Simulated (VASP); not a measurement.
# Band gap of AlN: cutoff, mesh and cell

Aim: test what besides the functional moves the gap of AlN. The starting structure is a computed structure from the Materials Project. Cell and atoms stay as given unless a step says otherwise.

Program: VASP 6.6.1. Level of theory: Kohn-Sham DFT with plane waves and PAW; LDA. Results are calculated unless marked as measured.

### Step 1. The structure

Symmetry: F-43m, No. 216, cubic system. The conventional cell has a = 4.368 Å, b = 4.368 Å, c = 4.368 Å, α = 90.00°, β = 90.00°, γ = 90.00°. Al has 4 N at 1.89 Å nearest. Nearest to N lie 4 Al at 1.89 Å. Farther neighbours and most contacts between anions are not listed.

### Step 2. Reference bands

Input file INCAR:

```
SYSTEM = AlN
PREC = Accurate
ENCUT = 460
EDIFF = 1E-06
NELM = 100
ISMEAR = 0
SIGMA = 0.03
LREAL = .FALSE.
ALGO = Normal
GGA = CA
NBANDS = 16
LORBIT = 11
LWAVE = .FALSE.
LCHARG = .FALSE.
KPAR = 4
```

Input file POSCAR:

```
AlN
1.0
    0.0000000000      2.1839935596      2.1839935596
    2.1839935596      0.0000000000      2.1839935596
    2.1839935596      2.1839935596      0.0000000000
Al N
1 1
Direct
    0.0000000000      0.0000000000      0.0000000000
    0.2500000000      0.2500000000      0.2500000000
```

Input file KPOINTS:

```
Automatic mesh
0
Gamma
8 8 8
0 0 0
```

Input file KPOINTS_OPT:

```
Line mode
10
Line-mode
Reciprocal
  0.00000000   0.00000000   0.00000000 GAMMA
  0.50000000   0.00000000   0.50000000 X

  0.50000000   0.00000000   0.50000000 X
  0.50000000   0.25000000   0.75000000 W

  0.50000000   0.25000000   0.75000000 W
  0.37500000   0.37500000   0.75000000 K

  0.37500000   0.37500000   0.75000000 K
  0.00000000   0.00000000   0.00000000 GAMMA

  0.00000000   0.00000000   0.00000000 GAMMA
  0.50000000   0.50000000   0.50000000 L

  0.50000000   0.50000000   0.50000000 L
  0.62500000   0.25000000   0.62500000 U

  0.62500000   0.25000000   0.62500000 U
  0.50000000   0.25000000   0.75000000 W

  0.50000000   0.25000000   0.75000000 W
  0.50000000   0.50000000   0.50000000 L

  0.50000000   0.50000000   0.50000000 L
  0.37500000   0.37500000   0.75000000 K

  0.62500000   0.25000000   0.62500000 U
  0.50000000   0.00000000   0.50000000 X
```

The projector-augmented-wave data sets are Al and N (LDA family, release 64).

Launch:

```
> mpirun -np 4 vasp_std
```

What it wrote:

```text
[banner, memory and clock lines left out]
running    4 mpi-ranks, on    1 nodes
 distrk:  each k-point on    1 cores,    4 groups
 distr:  one band on    1 cores,    1 groups

 POSCAR found type information on POSCAR AlN
 POSCAR found :  2 types and       2 ions
 LDA part: xc-table for (Slater(with rela. corr.)+CA(PZ))
 , standard interpolation
 POSCAR, INCAR and KPOINTS ok, starting setup
 FFT: planning ... GRIDC
 FFT: planning ... GRID_SOFT
 FFT: planning ... GRID
 WAVECAR not read
 entering main loop
       N       E                     dE             d eps       ncg     rms          rms(c)
DAV:   1     0.710678708463E+01    0.71068E+01   -0.33869E+03   944   0.372E+02
DAV:   2    -0.182841705881E+02   -0.25391E+02   -0.24473E+02  1248   0.101E+02
DAV:   3    -0.188965813147E+02   -0.61241E+00   -0.61192E+00  1096   0.130E+01
DAV:   4    -0.188990518488E+02   -0.24705E-02   -0.24705E-02  1280   0.100E+00
DAV:   5    -0.188990700088E+02   -0.18160E-04   -0.18160E-04  1104   0.775E-02    0.865E+00
DAV:   6    -0.164413471115E+02    0.24577E+01   -0.10425E+01  1080   0.120E+01    0.288E+00
DAV:   7    -0.164052956646E+02    0.36051E-01   -0.14768E-01  1208   0.208E+00    0.203E+00
DAV:   8    -0.163765292116E+02    0.28766E-01   -0.39823E-02  1088   0.130E+00    0.601E-01
DAV:   9    -0.163746063343E+02    0.19229E-02   -0.46580E-03  1208   0.328E-01    0.220E-01
DAV:  10    -0.163746073222E+02   -0.98786E-06   -0.29054E-04  1144   0.968E-02    0.814E-02
DAV:  11    -0.163745961171E+02    0.11205E-04   -0.98254E-06  1144   0.198E-02    0.168E-02
DAV:  12    -0.163745959807E+02    0.13637E-06   -0.24977E-07   760   0.278E-03
   1 F= -.16374596E+02 E0= -.16374596E+02  d E =-.117617E-25
 Start KPOINTS_OPT (optional k-point list driver)
k-point batch [1-29\100]
       N       E                     dE             ncg
DAV:   1     0.819792138657E+03   -0.80797E+04      944
DAV:   2     0.159970567639E+03   -0.65982E+03     1296
DAV:   3     0.143983181723E+03   -0.15987E+02     1120
DAV:   4     0.143909206886E+03   -0.73975E-01     1232
DAV:   5     0.143908567133E+03   -0.63975E-03     1168
DAV:   6     0.143908560634E+03   -0.64991E-05     1176
DAV:   7     0.143908560563E+03   -0.70172E-07      952
[...]
k-point batch [88-100\100]
       N       E                     dE             ncg
DAV:   1     0.586101601364E+04   -0.44251E+04      424
DAV:   2     0.557306652167E+04   -0.28795E+03      576
DAV:   3     0.556689011441E+04   -0.61764E+01      504
DAV:   4     0.556686108459E+04   -0.29030E-01      584
DAV:   5     0.556686083261E+04   -0.25198E-03      496
DAV:   6     0.556686083009E+04   -0.25258E-05      552
DAV:   7     0.556686083006E+04   -0.24024E-07      432
```

Elapsed: 3.6 s, on 4 MPI ranks of AMD EPYC 9R45, shared host; peak memory 0.41 GiB; 12 s of CPU time.

The logs omit lines about the potential files and the build; timing stands in the text.

Parts of OUTCAR (step 2):

```text
ion  position               nearest neighbor table
   1  0.000  0.000  0.000-   2 1.89   2 1.89   2 1.89   2 1.89
   2  0.250  0.250  0.250-   1 1.89   1 1.89   1 1.89   1 1.89

  LATTYP: Found a face centered cubic cell.
 ALAT       =     4.3679871192

 Subroutine GETGRP returns: Found 24 space group operations
 (whereof 24 operations were pure point group operations)

The static configuration has the point symmetry T_d .

 Found     29 irreducible k-points:

   k-points           NKPTS =     29   k-points in BZ     NKDIM =     29   number of bands    NBANDS=     16

   dimension x,y,z NGX =    24 NGY =   24 NGZ =   24
   dimension x,y,z NGXF=    48 NGYF=   48 NGZF=   48

   ENCUT  =  460.0 eV  33.81 Ry    5.81 a.u.   5.40  5.40  5.40*2*pi/ulx,y,z

   NELECT =       8.0000    total number of electrons

 k-points in reciprocal lattice and weights: Automatic mesh
   0.00000000  0.00000000  0.00000000       0.002
   0.12500000  0.00000000  0.00000000       0.016
   0.25000000  0.00000000  0.00000000       0.016
   0.37500000  0.00000000  0.00000000       0.016
   0.50000000  0.00000000  0.00000000       0.008
   0.12500000  0.12500000  0.00000000       0.012
   0.25000000  0.12500000  0.00000000       0.047
   0.37500000  0.12500000  0.00000000       0.047
   0.50000000  0.12500000  0.00000000       0.047
[...]
-0.37500000  0.50000000  0.12500000       0.023
  -0.25000000  0.50000000  0.25000000       0.012

 average (electrostatic) potential at core
       1 -69.9072       2 -59.9106

 E-fermi :   5.9226

 k-point     1 :       0.0000    0.0000    0.0000
  band No.  band energies     occupation
      1      -9.1148      2.00000
      2       5.7094      2.00000
      3       5.7094      2.00000
      4       5.7094      2.00000
      5       9.9424      0.00000
      6      18.0425      0.00000
      7      18.0425      0.00000
      8      18.0425      0.00000
      9      23.2329      0.00000
    ...

 k-point     2 :       0.1250    0.0000    0.0000
  band No.  band energies     occupation
      1      -8.8831      2.00000
      2       4.5339      2.00000
      3       5.6280      2.00000
      4       5.6280      2.00000
      5      10.8604      0.00000
      6      17.4812      0.00000
      7      18.2148      0.00000
      8      18.2148      0.00000
      9      21.6972      0.00000
    ...

 k-point     3 :       0.2500    0.0000    0.0000
  band No.  band energies     occupation
      1      -8.2433      2.00000
      2       2.4436      2.00000
      3       5.4487      2.00000
      4       5.4487      2.00000
      5      12.1332      0.00000
      6      16.5023      0.00000
      7      17.8320      0.00000
      8      17.8320      0.00000
      9      21.7976      0.00000
    ...

  Total       -0.4724448     -0.4724448     -0.4724448     -0.0000000     -0.0000000     -0.0000000
  in kB      -36.3310171    -36.3310171    -36.3310171     -0.0000000     -0.0000000     -0.0000000
  external PRESSURE =     -36.3310171 kB  Pullay stress =       0.0000000 kB

  energy-cutoff  :      460.00
  volume of cell :       20.83
      direct lattice vectors                 reciprocal lattice vectors
     0.000000000  2.183993560  2.183993560    -0.228938404  0.228938404  0.228938404
     2.183993560  0.000000000  2.183993560     0.228938404 -0.228938404  0.228938404
     2.183993560  2.183993560  0.000000000     0.228938404  0.228938404 -0.228938404

 POSITION                                       TOTAL-FORCE (eV/Angst)
 -----------------------------------------------------------------------------------
      0.00000      0.00000      0.00000        -0.000000     -0.000000     -0.000000
      1.09200      1.09200      1.09200         0.000000      0.000000      0.000000
 -----------------------------------------------------------------------------------
    total drift:                               -0.000000     -0.000000     -0.000000

  FREE ENERGIE OF THE ION-ELECTRON SYSTEM (eV)
  ---------------------------------------------------
  free  energy   TOTEN  =       -16.3745959807 eV

  energy  without entropy=      -16.3745959807  energy(sigma->0) =      -16.37459598

 total charge
# of ion       s       p       d       tot
------------------------------------------
    1        0.377   0.457   0.000   0.834
    2        1.215   2.605   0.000   3.819
--------------------------------------------------
tot          1.592   3.061   0.000   4.653

[... 3 further parts left out ...]
```

At this level the cell is under a tension of 3.6 GPa, so at these settings it is away from equilibrium.

The reference gap is 3.222 eV.

### Step 3. Bands with cell and atoms relaxed by LDA

Against step 2 the input has another starting structure. The cell comes from a relaxation at this level, not shown (20.53 Å³).

INCAR is that of step 2.

Input file POSCAR:

```
AlN
1.0
    0.0000000000      2.1733626517      2.1733626517
    2.1733626517      0.0000000000      2.1733626517
    2.1733626517      2.1733626517      0.0000000000
Al N
1 1
Direct
    0.0000000000      0.0000000000      0.0000000000
    0.2500000000      0.2500000000      0.2500000000
```

KPOINTS is that of step 2.

KPOINTS_OPT is that of step 2.

Launch:

```
> mpirun -np 4 vasp_std
```

What it wrote:

```text
[... set-up lines as in an earlier step ...]
 entering main loop
       N       E                     dE             d eps       ncg     rms          rms(c)
DAV:   1     0.784561142749E+01    0.78456E+01   -0.32997E+03   960   0.371E+02
DAV:   2    -0.183346971946E+02   -0.26180E+02   -0.25350E+02  1240   0.105E+02
DAV:   3    -0.189308815945E+02   -0.59618E+00   -0.59583E+00  1152   0.126E+01
DAV:   4    -0.189333302773E+02   -0.24487E-02   -0.24486E-02  1216   0.992E-01
[...]
DAV:  10    -0.163770196708E+02   -0.21599E-05   -0.28124E-04  1168   0.955E-02    0.827E-02
DAV:  11    -0.163770082278E+02    0.11443E-04   -0.10084E-05  1192   0.201E-02    0.167E-02
DAV:  12    -0.163770081132E+02    0.11463E-06   -0.23554E-07   720   0.271E-03
   1 F= -.16377008E+02 E0= -.16377008E+02  d E =-.486812E-39
 Start KPOINTS_OPT (optional k-point list driver)
k-point batch [1-29\100]
       N       E                     dE             ncg
DAV:   1     0.839800742195E+03   -0.79149E+04      936
DAV:   2     0.185681422191E+03   -0.65412E+03     1280
DAV:   3     0.169976627722E+03   -0.15705E+02     1168
DAV:   4     0.169899645934E+03   -0.76982E-01     1240
DAV:   5     0.169898980327E+03   -0.66561E-03     1168
DAV:   6     0.169898973544E+03   -0.67831E-05     1192
DAV:   7     0.169898973481E+03   -0.62917E-07      904
[...]
k-point batch [88-100\100]
       N       E                     dE             ncg
DAV:   1     0.530978620192E+04   -0.41950E+04      432
DAV:   2     0.503429491884E+04   -0.27549E+03      624
DAV:   3     0.502873221723E+04   -0.55627E+01      464
DAV:   4     0.502870527948E+04   -0.26938E-01      608
DAV:   5     0.502870505308E+04   -0.22640E-03      480
DAV:   6     0.502870505089E+04   -0.21916E-05      592
DAV:   7     0.502870505087E+04   -0.20445E-07      384
```

Elapsed: 3.6 s, on 4 MPI ranks; peak memory 0.43 GiB; 13 s of CPU time.

Parts of OUTCAR (step 3):

```text
  Total       -0.0846012     -0.0846012     -0.0846012      0.0000000      0.0000000     -0.0000000
  in kB       -6.6017735     -6.6017735     -6.6017735      0.0000000      0.0000000     -0.0000000
  external PRESSURE =      -6.6017735 kB  Pullay stress =       0.0000000 kB

 POSITION                                       TOTAL-FORCE (eV/Angst)
 -----------------------------------------------------------------------------------
      0.00000      0.00000      0.00000         0.000000      0.000000      0.000000
      1.08668      1.08668      1.08668        -0.000000     -0.000000     -0.000000
 -----------------------------------------------------------------------------------
    total drift:                               -0.000000     -0.000000     -0.000000

  FREE ENERGIE OF THE ION-ELECTRON SYSTEM (eV)
  ---------------------------------------------------
  free  energy   TOTEN  =       -16.3770081132 eV

  energy  without entropy=      -16.3770081132  energy(sigma->0) =      -16.37700811

[... 1 part as in an earlier step ...]

[... 2 further parts left out ...]
[key lines of the parts left out:]
E-fermi :   6.1187
```

With cell and atoms relaxed by LDA the gap is 3.229 eV, +0.007 eV from the reference.

### Step 4. Bands with no band path

Against step 2 the input has no band path (also changed: NBANDS).

Changes to INCAR since step 3:

```diff
@@ -10,3 +10,3 @@
 GGA = CA
-NBANDS = 16
+NBANDS = 10
 LORBIT = 11
```

Input file POSCAR:

```
AlN
1.0
    0.0000000000      2.1839935596      2.1839935596
    2.1839935596      0.0000000000      2.1839935596
    2.1839935596      2.1839935596      0.0000000000
Al N
1 1
Direct
    0.0000000000      0.0000000000      0.0000000000
    0.2500000000      0.2500000000      0.2500000000
```

KPOINTS is that of step 3.

Launch:

```
> mpirun -np 4 vasp_std
```

What it wrote:

```text
[... set-up lines as in an earlier step ...]
 entering main loop
       N       E                     dE             d eps       ncg     rms          rms(c)
DAV:   1     0.506678342547E+01    0.50668E+01   -0.38016E+03   628   0.601E+02
DAV:   2    -0.182892425382E+02   -0.23356E+02   -0.22749E+02   676   0.122E+02
DAV:   3    -0.188967386150E+02   -0.60750E+00   -0.60683E+00   696   0.183E+01
DAV:   4    -0.188990496212E+02   -0.23110E-02   -0.23109E-02   650   0.134E+00
[...]
DAV:  10    -0.163745972230E+02   -0.22079E-04   -0.55363E-05   630   0.553E-02    0.443E-02
DAV:  11    -0.163745959468E+02    0.12762E-05   -0.12362E-06   606   0.895E-03    0.896E-03
DAV:  12    -0.163745959366E+02    0.10236E-07   -0.35762E-08   314   0.160E-03
   1 F= -.16374596E+02 E0= -.16374596E+02  d E =-.267624E-12
```

Wall time 1.4 s (4 MPI ranks); peak memory 0.37 GiB; 3.3 s of CPU time.

Parts of OUTCAR (step 4):

```text
  Total       -0.4714371     -0.4714371     -0.4714371      0.0000000      0.0000000     -0.0000000
  in kB      -36.2535267    -36.2535267    -36.2535267      0.0000000      0.0000000     -0.0000000
  external PRESSURE =     -36.2535267 kB  Pullay stress =       0.0000000 kB

  FREE ENERGIE OF THE ION-ELECTRON SYSTEM (eV)
  ---------------------------------------------------
  free  energy   TOTEN  =       -16.3745959366 eV

  energy  without entropy=      -16.3745959366  energy(sigma->0) =      -16.37459594

[... 2 parts as in an earlier step ...]

[... 2 further parts left out ...]
[key lines of the parts left out:]
E-fermi :   5.8427
```

With no band path the gap is 3.222 eV, +0.000 eV from the reference, read on the mesh alone.

### Step 5. Bands with a cutoff of 640 eV

Against step 2 the input has ENCUT = 640.

Changes to INCAR since step 4:

```diff
@@ -2,3 +2,3 @@
 PREC = Accurate
-ENCUT = 460
+ENCUT = 640
 EDIFF = 1E-06
@@ -10,3 +10,3 @@
 GGA = CA
-NBANDS = 10
+NBANDS = 16
 LORBIT = 11
```

POSCAR is that of step 4.

KPOINTS is that of step 4.

KPOINTS_OPT is that of step 3.

Launch:

```
> mpirun -np 4 vasp_std
```

What it wrote:

```text
[... set-up lines as in an earlier step ...]
 entering main loop
       N       E                     dE             d eps       ncg     rms          rms(c)
DAV:   1     0.136391442956E+02    0.13639E+02   -0.41204E+03   936   0.500E+02
DAV:   2    -0.181014358811E+02   -0.31741E+02   -0.30595E+02  1272   0.121E+02
DAV:   3    -0.188990664256E+02   -0.79763E+00   -0.79700E+00  1120   0.154E+01
DAV:   4    -0.189025825443E+02   -0.35161E-02   -0.35160E-02  1248   0.124E+00
[...]
DAV:  10    -0.163743147717E+02    0.16763E-04   -0.32216E-04  1192   0.108E-01    0.490E-02
DAV:  11    -0.163743095331E+02    0.52386E-05   -0.45794E-06  1184   0.131E-02    0.165E-02
DAV:  12    -0.163743093346E+02    0.19851E-06   -0.23137E-07   704   0.281E-03
   1 F= -.16374309E+02 E0= -.16374309E+02  d E =-.740009E-25
 Start KPOINTS_OPT (optional k-point list driver)
k-point batch [1-29\100]
       N       E                     dE             ncg
DAV:   1     0.967850644728E+03   -0.96125E+04      928
DAV:   2     0.164825157396E+03   -0.80303E+03     1248
DAV:   3     0.143957863853E+03   -0.20867E+02     1200
DAV:   4     0.143861680971E+03   -0.96183E-01     1176
DAV:   5     0.143860889833E+03   -0.79114E-03     1192
DAV:   6     0.143860881832E+03   -0.80004E-05     1184
DAV:   7     0.143860881757E+03   -0.75127E-07      928
[...]
k-point batch [88-100\100]
       N       E                     dE             ncg
DAV:   1     0.679320559645E+04   -0.50363E+04      416
DAV:   2     0.642367416777E+04   -0.36953E+03      576
DAV:   3     0.641481303074E+04   -0.88611E+01      552
DAV:   4     0.641476564553E+04   -0.47385E-01      544
DAV:   5     0.641476521980E+04   -0.42573E-03      568
DAV:   6     0.641476521537E+04   -0.44268E-05      512
DAV:   7     0.641476521533E+04   -0.42453E-07      432
```

Run time: 5.8 s. Hardware: 4 MPI ranks; peak memory 0.47 GiB; 21 s of CPU time.

[end of part 1 of 2]

[Lines on the potential files, build, host, timing and source positions are cut from VASP's logs without a mark.]

[Logs are printed without paths, hosts, clocks, repeated set-up lines and the standing remarks that a program may print on its own settings, such as how far it seeks lower states.]

[Hosts, paths, dates, database ids (printed as entryN), source tags and the programs' standing remarks are cut or masked in the printed files.]
